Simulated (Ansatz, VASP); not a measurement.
# Cross-check of ZrC between VASP and Ansatz, part 2 of 2

Aim: how closely do two programs agree when they are given the same cell, functional and k mesh? The cell is taken from a series of runs on this material, whose earlier steps may have relaxed, scaled, displaced or heated it; both programs get it as it stands.

VASP 6.6.1 and Ansatz 0.2.0.

So far. Step 5 (VASP: single point, PBEsol, pair 2): The run ends at a pressure of 7.97 GPa.

### 6. Ansatz: single point, PBEsol, pair 2

Level of this step: Ansatz beside VASP: Kohn-Sham DFT, plane waves, PBEsol (Ansatz).

The same cell, functional, mesh and smearing now go to Ansatz, which takes its cutoff from its data sets.

The cell is taken from a series of runs on this material, whose earlier steps may have relaxed, scaled, displaced or heated it; both programs get it as it stands.

Input file input.yaml:

```yaml
crystal:
  lattice:
    - [0.0, 2.310842834, 2.310842834]
    - [2.310842834, 0.0, 2.310842834]
    - [2.310842834, 2.310842834, 0.0]
  atoms:
    - { symbol: Zr, position: [0.5, 0.5, 0.5] }
    - { symbol: C, position: [0.0, 0.0, 0.0] }
kpoints:
  mp_grid: { grid: [16, 16, 16] }
hamiltonian:
  xc: pbesol
scf:
  occupations: { method: methfessel_paxton, width: 0.2 }
output:
  forces: true
  stress: true
  eigenvalues: true
```

Run with:

```bash
> ansatz run input.yaml --threads 4 --pin off --max-ram 8192MiB --backend cpu --events-out ev --progress --plain --runs-dir out
```

Numbers of over 12 decimals in the logs are rounded to 6 here.

What it wrote:

```text
[...]
Crystal: 2 atoms, lattice volume = 24.680 Å³
Basis set: ecut = 420 eV, 531 PW (Γ), exchange–correlation on 48×48×48 points (8 copies of the dense FFT grid, shifted against one another)
Bands: 12, of which v1, the nominal top of the filled ones, is band 8 counted from 1 (7 counted from 0)
Symmetry: 48 space group operations
[...]
k-points: 145 of 4096
[...]
--- Band table (eV; the first three rows and the last of 145) ---
  k-point 0: bands = [... 4 lower, 4.1517, 16.5743, 16.5743, 16.5743, 16.6829, 16.6829, 16.6829, 18.5627]
  k-point 1: bands = [... 4 lower, 4.2504, 15.7796, 15.9938, 15.9938, 16.9179, 16.9179, 17.2729, 19.1063]
  k-point 2: bands = [... 4 lower, 4.5353, 14.7989, 15.1751, 15.1751, 17.2234, 17.2234, 17.7234, 20.2032]
  k-point 144: bands = [... 4 lower, 6.0832, 12.8414, 13.2362, 13.2362, 19.0334, 19.0334, 21.6704, 23.1211]
[key lines of the parts left out:]
SCF converged after 5 iterations
Free energy (F): -4377.155044 eV
Fermi energy:    15.606150 eV
P = ⅓ Tr σ = 7.6451 GPa (76.451 kbar)
```

The run ends at a pressure of 7.65 GPa.

### 7. Differences

The two programs side by side:

| quantity | Ansatz | VASP | difference |
| --- | --- | --- | --- |
| pressure (GPa) | 7.65 | 7.97 | -0.33 |

### 8. Ansatz: single point, PBEsol, pair 3

A single point gives forces, pressure and levels at one fixed geometry, so differences don't come from the geometry; what else differs is listed under the comparison. The cell compared in this pair holds 25.82 Å³, against 24.68 Å³ for the pair before.

The cell is taken from a series of runs on this material, whose earlier steps may have relaxed, scaled, displaced or heated it; both programs get it as it stands.

input.yaml, the sections that differ from step 6:

```yaml
crystal:
  lattice:
    - [0.0, 2.346038735, 2.346038735]
    - [2.346038735, 0.0, 2.346038735]
    - [2.346038735, 2.346038735, 0.0]
  atoms:
    - { symbol: Zr, position: [0.5, 0.5, 0.5] }
    - { symbol: C, position: [0.0, 0.0, 0.0] }
# kpoints, hamiltonian, scf, output: as in step 6
```

What it wrote:

```text
[...]
Crystal: 2 atoms, lattice volume = 25.825 Å³
Basis set: ecut = 420 eV, 531 PW (Γ), exchange–correlation on 48×48×48 points (8 copies of the dense FFT grid, shifted against one another)
Bands: 12, of which v1, the nominal top of the filled ones, is band 8 counted from 1 (7 counted from 0)
Symmetry: 48 space group operations
[...]
k-points: 145 of 4096
[...]
--- Band table (eV; the first three rows and the last of 145) ---
  k-point 0: bands = [... 4 lower, 3.5264, 15.7835, 15.7835, 15.7835, 15.8907, 15.8907, 15.8907, 17.6514]
  k-point 1: bands = [... 4 lower, 3.6176, 15.0141, 15.2243, 15.2243, 16.1143, 16.1143, 16.4541, 18.1735]
  k-point 2: bands = [... 4 lower, 3.8819, 14.0579, 14.4382, 14.4382, 16.4032, 16.4032, 16.8811, 19.2206]
  k-point 144: bands = [... 4 lower, 5.4205, 12.1700, 12.4702, 12.4702, 18.1226, 18.1226, 20.5533, 21.9196]
[key lines of the parts left out:]
SCF converged after 5 iterations
Free energy (F): -4377.168688 eV
Fermi energy:    14.821554 eV
P = ⅓ Tr σ = -3.4100 GPa (-34.100 kbar)
```

The run ends at a pressure of -3.41 GPa.

### 9. VASP: single point, PBEsol, pair 3

The same cell, functional, mesh and smearing now go to VASP, with its own data sets.

Input file INCAR:

```
SYSTEM = ZrC
PREC = Accurate
ENCUT = 600
EDIFF = 1E-06
NELM = 120
ISMEAR = 1
SIGMA = 0.2
LREAL = .FALSE.
ALGO = Normal
GGA = PS
NBANDS = 14
LASPH = .TRUE.
LORBIT = 11
LWAVE = .FALSE.
LCHARG = .FALSE.
ISIF = 2
GGA_COMPAT = .FALSE.
```

Input file POSCAR:

```
ZrC
1.0
    0.0000000000      2.3460387350      2.3460387350
    2.3460387350      0.0000000000      2.3460387350
    2.3460387350      2.3460387350      0.0000000000
Zr C
1 1
Direct
    0.5000000000      0.5000000000      0.5000000000
    0.0000000000      0.0000000000      0.0000000000
```

Input file KPOINTS:

```
Automatic mesh
0
Gamma
16 16 16
0 0 0
```

PAW data sets: Zr_sv and C (PBE family, release 64).

Run with:

```bash
> mpirun -np 1 vasp_std
```

What it wrote:

```text
[... set-up lines as in an earlier step ...]
 entering main loop
       N       E                     dE             d eps       ncg     rms          rms(c)
DAV:   1     0.110657629830E+03    0.11066E+03   -0.94291E+03  4068   0.129E+03
DAV:   2    -0.168471943446E+02   -0.12750E+03   -0.11916E+03  5062   0.318E+02
DAV:   3    -0.236545931241E+02   -0.68074E+01   -0.67527E+01  6870   0.634E+01
DAV:   4    -0.237954926606E+02   -0.14090E+00   -0.14086E+00  4808   0.626E+00
[...]
DAV:  11    -0.205706157964E+02    0.21012E-03   -0.75469E-04  4528   0.227E-01    0.481E-02
DAV:  12    -0.205706123708E+02    0.34256E-05   -0.14953E-05  5412   0.277E-02    0.121E-02
DAV:  13    -0.205706118354E+02    0.53544E-06   -0.14508E-06  4204   0.850E-03
   1 F= -.20570612E+02 E0= -.20570516E+02  d E =-.288358E-03
```

From OUTCAR (step 9):

```text
  Total       -0.5033321     -0.5033321     -0.5033321      0.0000000      0.0000000      0.0000000
  in kB      -31.2269555    -31.2269555    -31.2269555      0.0000000      0.0000000      0.0000000
  external PRESSURE =     -31.2269555 kB  Pullay stress =       0.0000000 kB

 POSITION                                       TOTAL-FORCE (eV/Angst)
 -----------------------------------------------------------------------------------
      2.34604      2.34604      2.34604         0.000000      0.000000     -0.000000
      0.00000      0.00000      0.00000         0.000000     -0.000000      0.000000
 -----------------------------------------------------------------------------------
    total drift:                                0.000000      0.000000      0.000000

  FREE ENERGIE OF THE ION-ELECTRON SYSTEM (eV)
  ---------------------------------------------------
  free  energy   TOTEN  =       -20.5706118354 eV

  energy  without entropy=      -20.5703234771  energy(sigma->0) =      -20.57051572

[... 1 part as in an earlier step ...]

[... 2 further parts left out ...]
[key lines of the parts left out:]
E-fermi :   9.5440
```

The run ends at a pressure of -3.12 GPa.

### 10. Side by side

Compared:

| quantity | Ansatz | VASP | difference |
| --- | --- | --- | --- |
| pressure (GPa) | -3.41 | -3.12 | -0.29 |

### 11. Summary of results

```
difference in pressure (single point, PBEsol, pair 1) : -0.31 GPa
difference in pressure (single point, PBEsol, pair 2) : -0.33 GPa
difference in pressure (single point, PBEsol, pair 3) : -0.29 GPa
```

**Reading.** The difference in pressure is -0.33 GPa (single point, PBEsol, pair 2), within the 1 GPa picked in this series as the mark of a large difference. 1 further run of this series is not shown here. Such differences can come from data sets, numerical settings and the points named under the comparisons, not from the functional's error against experiment.

[Lines on the potential files, build, host, timing and source positions are cut from VASP's logs without a mark.]

[Logs are printed without paths, hosts, clocks, repeated set-up lines and the standing remarks that a program may print on its own settings, such as how far it seeks lower states.]

[Hosts, paths, dates, database ids (printed as entryN), source tags and the programs' standing remarks are cut or masked in the printed files.]
